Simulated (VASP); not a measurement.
OSZICAR of a VASP run on Cs:

OSZICAR:
```
       N       E                     dE             d eps       ncg     rms          rms(c)
DAV:   1     0.156141080842E+03    0.15614E+03   -0.92075E+03   684   0.734E+02
DAV:   2    -0.617514134422E+02   -0.21789E+03   -0.21590E+03   822   0.177E+02
DAV:   3    -0.106468032705E+03   -0.44717E+02   -0.44602E+02   680   0.818E+01
DAV:   4    -0.108030828387E+03   -0.15628E+01   -0.15616E+01   722   0.193E+01
DAV:   5    -0.108045026060E+03   -0.14198E-01   -0.14195E-01   704   0.192E+00    0.727E-01
DAV:   6    -0.104782465666E+03    0.32626E+01   -0.70130E-01   710   0.381E+00    0.608E-01
DAV:   7    -0.100334883097E+03    0.44476E+01   -0.12048E+00   698   0.540E+00    0.403E-01
DAV:   8    -0.103699820682E+03   -0.33649E+01   -0.57809E-01   596   0.425E+00    0.209E-01
DAV:   9    -0.102494702796E+03    0.12051E+01   -0.14379E-01   572   0.203E+00    0.963E-02
DAV:  10    -0.102053823221E+03    0.44088E+00   -0.38486E-02   668   0.882E-01    0.904E-02
DAV:  11    -0.100960457784E+03    0.10934E+01   -0.24673E-01   584   0.259E+00    0.992E-02
DAV:  12    -0.101339059879E+03   -0.37860E+00   -0.51127E-02   596   0.133E+00    0.715E-02
DAV:  13    -0.100931390942E+03    0.40767E+00   -0.56827E-02   620   0.138E+00    0.562E-02
DAV:  14    -0.101327824726E+03   -0.39643E+00   -0.60659E-02   590   0.125E+00    0.364E-02
DAV:  15    -0.101057996429E+03    0.26983E+00   -0.18446E-02   620   0.732E-01    0.326E-02
DAV:  16    -0.100710935890E+03    0.34706E+00   -0.32001E-02   572   0.105E+00    0.308E-02
DAV:  17    -0.997988150775E+02    0.91212E+00   -0.30194E-01   572   0.410E+00    0.493E-02
DAV:  18    -0.998223740457E+02   -0.23559E-01   -0.41824E-03   704   0.356E-01    0.466E-02
DAV:  19    -0.997526954392E+02    0.69679E-01   -0.12351E-02   602   0.968E-01    0.561E-02
DAV:  20    -0.996923834517E+02    0.60312E-01   -0.11732E-02   596   0.103E+00    0.603E-02
DAV:  21    -0.997292479435E+02   -0.36864E-01   -0.11279E-02   608   0.793E-01    0.665E-02
DAV:  22    -0.997403349271E+02   -0.11087E-01   -0.92777E-03   596   0.831E-01    0.715E-02
DAV:  23    -0.997264937285E+02    0.13841E-01   -0.60284E-02   572   0.209E+00    0.607E-02
DAV:  24    -0.997530402521E+02   -0.26547E-01   -0.26518E-01   572   0.459E+00    0.671E-02
DAV:  25    -0.997659366801E+02   -0.12896E-01   -0.80670E-03   680   0.676E-01    0.786E-02
DAV:  26    -0.996570828983E+02    0.10885E+00   -0.11894E-01   572   0.292E+00    0.764E-02
DAV:  27    -0.996961036137E+02   -0.39021E-01   -0.13151E-02   632   0.960E-01    0.750E-02
DAV:  28    -0.996898780267E+02    0.62256E-02   -0.93522E-03   584   0.765E-01    0.742E-02
DAV:  29    -0.996611473832E+02    0.28731E-01   -0.96889E-04   644   0.185E-01    0.789E-02
DAV:  30    -0.996385184916E+02    0.22629E-01   -0.24348E-03   608   0.382E-01    0.824E-02
DAV:  31    -0.996617823865E+02   -0.23264E-01   -0.92340E-02   596   0.286E+00    0.103E-01
DAV:  32    -0.997106023948E+02   -0.48820E-01   -0.14866E-02   680   0.943E-01    0.131E-01
DAV:  33    -0.996761030850E+02    0.34499E-01   -0.74196E-03   608   0.695E-01    0.132E-01
DAV:  34    -0.995865539180E+02    0.89549E-01   -0.19409E-02   584   0.962E-01    0.132E-01
DAV:  35    -0.997616357740E+02   -0.17508E+00   -0.15513E-01   572   0.316E+00    0.148E-01
DAV:  36    -0.997481880306E+02    0.13448E-01   -0.73970E-03   620   0.695E-01    0.165E-01
DAV:  37    -0.997462678783E+02    0.19202E-02   -0.26822E-03   662   0.458E-01    0.171E-01
DAV:  38    -0.997113767240E+02    0.34891E-01   -0.11405E-02   572   0.896E-01    0.181E-01
DAV:  39    -0.997032075002E+02    0.81692E-02   -0.49977E-04   716   0.156E-01    0.180E-01
DAV:  40    -0.996990865287E+02    0.41210E-02   -0.27196E-04   620   0.143E-01    0.179E-01
DAV:  41    -0.997250299128E+02   -0.25943E-01   -0.15961E-03   584   0.279E-01    0.170E-01
DAV:  42    -0.997697703142E+02   -0.44740E-01   -0.13318E-02   572   0.864E-01    0.141E-01
DAV:  43    -0.998567141214E+02   -0.86944E-01   -0.46465E-02   572   0.151E+00    0.106E-01
DAV:  44    -0.998562850989E+02    0.42902E-03   -0.93137E-04   716   0.111E-01    0.112E-01
DAV:  45    -0.998393289657E+02    0.16956E-01   -0.10049E-03   590   0.180E-01    0.118E-01
DAV:  46    -0.998407707843E+02   -0.14418E-02   -0.21421E-03   596   0.435E-01    0.120E-01
DAV:  47    -0.998228784036E+02    0.17892E-01   -0.69829E-03   596   0.683E-01    0.126E-01
DAV:  48    -0.998465663022E+02   -0.23688E-01   -0.19879E-02   572   0.118E+00    0.119E-01
DAV:  49    -0.998435921555E+02    0.29741E-02   -0.23247E-03   608   0.342E-01    0.120E-01
DAV:  50    -0.998438286847E+02   -0.23653E-03   -0.68027E-05   722   0.343E-02    0.121E-01
DAV:  51    -0.998494909281E+02   -0.56622E-02   -0.50296E-03   584   0.681E-01    0.966E-02
DAV:  52    -0.998505963344E+02   -0.11054E-02   -0.19903E-03   644   0.375E-01    0.827E-02
DAV:  53    -0.998514128966E+02   -0.81656E-03   -0.14089E-03   650   0.315E-01    0.740E-02
DAV:  54    -0.998445925548E+02    0.68203E-02   -0.10116E-02   596   0.932E-01    0.658E-02
DAV:  55    -0.998386732753E+02    0.59193E-02   -0.78909E-04   722   0.264E-01    0.704E-02
DAV:  56    -0.998395126796E+02   -0.83940E-03   -0.24354E-03   620   0.438E-01    0.492E-02
DAV:  57    -0.998203706057E+02    0.19142E-01   -0.15957E-02   584   0.128E+00    0.404E-02
DAV:  58    -0.998144802439E+02    0.58904E-02   -0.21277E-03   668   0.478E-01    0.457E-02
DAV:  59    -0.998140782794E+02    0.40196E-03   -0.26091E-05   680   0.273E-02    0.470E-02
DAV:  60    -0.998135387794E+02    0.53950E-03   -0.88795E-06   632   0.269E-02    0.477E-02
DAV:  61    -0.997629796010E+02    0.50559E-01   -0.90198E-02   572   0.288E+00    0.522E-02
DAV:  62    -0.997732746308E+02   -0.10295E-01   -0.96247E-03   584   0.876E-01    0.606E-02
DAV:  63    -0.997742497303E+02   -0.97510E-03   -0.14726E-04   716   0.106E-01    0.607E-02
DAV:  64    -0.997698338683E+02    0.44159E-02   -0.17764E-03   608   0.392E-01    0.612E-02
DAV:  65    -0.997683223089E+02    0.15116E-02   -0.65309E-04   668   0.228E-01    0.616E-02
DAV:  66    -0.997583568977E+02    0.99654E-02   -0.11287E-02   572   0.887E-01    0.603E-02
DAV:  67    -0.997610697642E+02   -0.27129E-02   -0.58317E-04   584   0.189E-01    0.617E-02
DAV:  68    -0.997611741052E+02   -0.10434E-03   -0.10276E-05   514   0.101E-02    0.620E-02
DAV:  69    -0.997596815059E+02    0.14926E-02   -0.22431E-04   608   0.119E-01    0.624E-02
DAV:  70    -0.997593047723E+02    0.37673E-03   -0.27064E-05   620   0.399E-02    0.616E-02
DAV:  71    -0.997470853559E+02    0.12219E-01   -0.80662E-02   572   0.208E+00    0.640E-02
DAV:  72    -0.997474359527E+02   -0.35060E-03   -0.10878E-03   716   0.145E-01    0.626E-02
DAV:  73    -0.997474412911E+02   -0.53384E-05   -0.14439E-05   540   0.188E-02    0.627E-02
DAV:  74    -0.997475037725E+02   -0.62481E-04   -0.65183E-06   466   0.157E-02    0.621E-02
DAV:  75    -0.997474407840E+02    0.62989E-04   -0.10059E-05   608   0.204E-02    0.619E-02
DAV:  76    -0.997747848640E+02   -0.27344E-01   -0.14332E-01   584   0.287E+00    0.601E-02
DAV:  77    -0.997810995857E+02   -0.63147E-02   -0.59782E-03   716   0.608E-01    0.558E-02
DAV:  78    -0.997826854405E+02   -0.15859E-02   -0.25349E-04   704   0.126E-01    0.553E-02
DAV:  79    -0.997791279856E+02    0.35575E-02   -0.49321E-04   644   0.190E-01    0.584E-02
DAV:  80    -0.997779713281E+02    0.11567E-02   -0.35743E-04   620   0.189E-01    0.579E-02
DAV:  81    -0.997947258014E+02   -0.16754E-01   -0.31387E-02   572   0.175E+00    0.693E-02
DAV:  82    -0.997959534854E+02   -0.12277E-02   -0.18585E-04   716   0.712E-02    0.656E-02
DAV:  83    -0.997998370168E+02   -0.38835E-02   -0.66376E-04   620   0.264E-01    0.634E-02
DAV:  84    -0.998041913200E+02   -0.43543E-02   -0.42511E-03   572   0.679E-01    0.631E-02
DAV:  85    -0.998056358807E+02   -0.14446E-02   -0.74198E-05   656   0.671E-02    0.610E-02
DAV:  86    -0.997763070811E+02    0.29329E-01   -0.73878E-03   596   0.769E-01    0.699E-02
DAV:  87    -0.997761571462E+02    0.14993E-03   -0.17216E-03   596   0.402E-01    0.702E-02
DAV:  88    -0.997790555330E+02   -0.28984E-02   -0.16940E-04   692   0.124E-01    0.711E-02
DAV:  89    -0.997914145197E+02   -0.12359E-01   -0.30593E-03   572   0.547E-01    0.646E-02
DAV:  90    -0.997920200720E+02   -0.60555E-03   -0.80741E-05   650   0.693E-02    0.614E-02
DAV:  91    -0.998202029685E+02   -0.28183E-01   -0.18011E-02   572   0.132E+00    0.695E-02
DAV:  92    -0.998109271143E+02    0.92759E-02   -0.21863E-03   572   0.420E-01    0.688E-02
DAV:  93    -0.998188774457E+02   -0.79503E-02   -0.29929E-03   572   0.536E-01    0.568E-02
DAV:  94    -0.998269483165E+02   -0.80709E-02   -0.15803E-03   572   0.365E-01    0.413E-02
DAV:  95    -0.998290982452E+02   -0.21499E-02   -0.95550E-04   596   0.259E-01    0.324E-02
DAV:  96    -0.998223706772E+02    0.67276E-02   -0.47715E-03   572   0.687E-01    0.341E-02
DAV:  97    -0.998171429908E+02    0.52277E-02   -0.66597E-04   572   0.226E-01    0.345E-02
DAV:  98    -0.998164117109E+02    0.73128E-03   -0.10536E-04   596   0.855E-02    0.348E-02
DAV:  99    -0.998169530771E+02   -0.54137E-03   -0.25732E-03   572   0.529E-01    0.322E-02
DAV: 100    -0.998158845733E+02    0.10685E-02   -0.35408E-05   644   0.421E-02
   1 F= -.99815885E+02 E0= -.99728480E+02  d E =-.174808E+00
```

Q: Which electronic solver shows in the log?

A: It is blocked Davidson (ALGO = Normal, or the opening steps of other solvers). The INCAR had ALGO = Normal.

Q: Can the final energy be trusted as converged?

A: The run did not converge; its last values are not results. It stopped with EDIFF = 1E-6, NELM = 100 (r2SCAN meta-GGA, plane waves, VASP's PBE PAW potentials (set 64)).  The cell holds a wide vacuum, so values per volume refer to the whole cell.

The cell is a sheet with vacuum, built from a database entry that may be metastable or hypothetical.
